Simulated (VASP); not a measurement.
Given:

```
HfN
1.0
    0.00000     2.24524     2.24524
    2.24524     0.00000     2.24524
    2.24524     2.24524     0.00000
Hf N
1 1
Cartesian
  0.00000   0.00000   0.00000
  2.24524   2.24524   2.24524
```

Level of theory: PBEsol GGA, VASP's PBE PAW potentials (set 64) (plane waves; VASP). Numerical set-up: 520 eV cut-off, 14×14×14 Γ-centred mesh, first-order Methfessel-Paxton smearing of 0.10 eV, potentials Hf_pv N.

Unless said otherwise, spin-orbit coupling is left out, though it shifts the bands of the heavy elements here.

What does the run give for the energy per atom (σ→0), band gap (on the k-mesh) with the smallest direct gap where there is one?

- band gap (on the k-mesh): none (metal, semimetal or under 0.01 eV)
- energy per atom (σ→0): -11.495 eV/atom

Total energies compare only between runs with the same potentials, cut-off and functional.

The compound is HfN in the rock salt structure. It was relaxed first. The electron count is odd and the run is not spin-polarised, which forces a metal.
